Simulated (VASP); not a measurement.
Given:

```xyz
2
Lattice="0.0000 2.8740 2.8740 2.8740 0.0000 2.8740 2.8740 2.8740 0.0000" Properties=species:S:1:pos:R:3 pbc="T T T"
Ga     0.0000     0.0000     0.0000
As     1.4370     1.4370     1.4370
```

Level of theory: PBE0 hybrid, VASP's PBE PAW potentials (set 64) (plane waves; VASP 6.6.1). Settings: 520 eV cut-off, 6×6×6 Γ-centred mesh, Gaussian smearing of 0.050 eV, potentials Ga_d As.

Problem. Predict the energy per atom (σ→0), pressure, band gap (over the mesh, the named points and PBE's band edges) with the smallest direct gap where there is one.

Solution. 
```
Quantity                                                                            Result
--------------------------------------------------------------------------  --------------
band gap (over the mesh, the named points and PBE's band edges)                    1.58 eV
smallest direct gap (over the mesh, the named points and PBE's band edges)         1.58 eV
energy per atom (σ→0)                                                       -5.350 eV/atom
pressure                                                                         -2.66 GPa
```

The absolute energy has meaning only against runs of the same code, potentials and settings.

The compound is GaAs in the zinc blende structure. It was relaxed first, which changed the volume by +5 %.
